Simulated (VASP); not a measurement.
Consider the following.

```
AlFe
1.0
    2.84172     0.00000     0.00000
    0.00000     2.84172     0.00000
    0.00000     0.00000     2.84172
Al Fe
1 1
Cartesian
  1.42086   1.42086   1.42086
  0.00000   0.00000   0.00000
```

These are PBE GGA with D4 dispersion, VASP's PBE PAW potentials (set 64) (plane waves; VASP 6.6.1) values and carry that method's errors. Run with 520 eV cut-off, 14×14×14 Γ-centred mesh, tetrahedra with Blöchl corrections, potentials Al Fe.

Q: Estimate the energy per atom (σ→0), band gap (on the k-mesh) with the smallest direct gap where there is one.

A: 
The band gap (on the k-mesh) is none (metal, semimetal or under 0.01 eV) and the energy per atom (σ→0) comes out as -6.716 eV/atom.

Total energies compare only between runs with the same potentials, cut-off and functional.

The compound is FeAl in the CsCl type structure. It was relaxed first, which changed the volume by -7 %. The run is not spin-polarised, so no magnetic state was tried. The electron count is odd and the run is not spin-polarised, which forces a metal.
